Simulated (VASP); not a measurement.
Be3Se2O:

```
Be Se O
1.0
     3.00572   -5.23560    0.02140
     2.92596    5.18981   -0.17457
    -4.26289   -0.08867    6.34015
Be Se O
6 4 2
Direct
  0.36372 0.10746 0.15734
  0.36326 0.11615 0.60696
  0.09530 0.36343 0.14241
  0.12644 0.39446 0.63915
  0.74320 0.74593 0.03526
  0.75748 0.77678 0.55038
  0.33733 0.65698 0.99611
  0.35222 0.64561 0.50557
  0.65422 0.34239 0.99333
  0.68452 0.32820 0.49712
  0.04988 0.06138 0.07123
  0.07330 0.06829 0.59400
```

The cell was built by a generator and needn't be a form met in nature.

- Program: VASP 6.6.1
- Task: relaxation of cell and atoms
- Functional: PBE
- Potentials or basis: VASP PAW PBE potentials, release 64 (Be, Se, O)
- Cutoff: 520 eV
- k mesh: 4 × 4 × 3
- Occupations: gaussian, width 0.05 eV
- Spin: no spin polarisation

At the start: pressure -4.2 GPa; volume 16.05 Å³/atom.

Problem. Where does the relaxation end?

Solution. Over 25 steps the energy falls by 141.9 meV/atom and the volume is 14.90 Å³/atom (-7.2 %); space group Cm (No. 8, to 0.05 Å).

The path:
| step | energy change (eV) | largest force (eV/Å) | pressure (GPa) | volume (Å³) |
| --- | --- | --- | --- | --- |
| 1 | 0.0000 | 2.9043 | -4.25 | 192.55 |
| 2 | -1.2065 | 1.7328 | 0.83 | 180.86 |
| 3 | -1.2085 | 1.5831 | 0.51 | 181.27 |
| 4 | -1.5341 | 1.2292 | 0.47 | 179.38 |
| 5 | -1.5345 | 1.3032 | 0.47 | 179.31 |
| 6 | -1.6487 | 0.4126 | -0.57 | 179.70 |
| 7 | -1.6490 | 0.4191 | -0.54 | 179.68 |
| 8 | -1.6781 | 0.2189 | 0.19 | 178.43 |
| 9 | -1.6806 | 0.3054 | 0.51 | 177.94 |
| 10 | -1.6909 | 0.2473 | 0.10 | 178.50 |
| 11 | -1.6915 | 0.1574 | 0.18 | 178.39 |
| 12 | -1.6960 | 0.0835 | -0.14 | 178.98 |
| 13 | -1.6963 | 0.0958 | -0.30 | 179.25 |
| 14 | -1.6989 | 0.1026 | -0.04 | 178.84 |
| 15 | -1.6991 | 0.1058 | 0.06 | 178.67 |
| 16 | -1.7007 | 0.0969 | 0.04 | 178.66 |
| 17 | -1.7007 | 0.1164 | 0.04 | 178.66 |
| 18 | -1.7017 | 0.0404 | 0.02 | 178.75 |
| 19 | -1.7018 | 0.0453 | 0.02 | 178.76 |
| 20 | -1.7021 | 0.0336 | 0.00 | 178.82 |
| 21 | -1.7023 | 0.0357 | -0.02 | 178.92 |
| 22 | -1.7025 | 0.0318 | -0.03 | 178.89 |
| 23 | -1.7026 | 0.0422 | -0.03 | 178.89 |
| 24 | -1.7027 | 0.0380 | -0.02 | 178.84 |
| 25 | -1.7029 | 0.0274 | 0.03 | 178.74 |

Final structure:
```
CELL_PARAMETERS angstrom
2.88216 -5.02327 0.00013
2.88255 5.02142 -0.00283
-3.98113 -0.00017 6.17559
ATOMIC_POSITIONS crystal
Be 0.36079 0.09130 0.12891
Be 0.36370 0.09365 0.62886
Be 0.09105 0.36256 0.12936
Be 0.09280 0.36320 0.62827
Be 0.77756 0.77892 0.05559
Be 0.77922 0.77874 0.55293
Se 0.33639 0.67056 0.00129
Se 0.34006 0.67289 0.50258
Se 0.67075 0.33886 0.00263
Se 0.67242 0.33935 0.50178
O 0.05728 0.05838 0.07953
O 0.05885 0.05866 0.57714
```
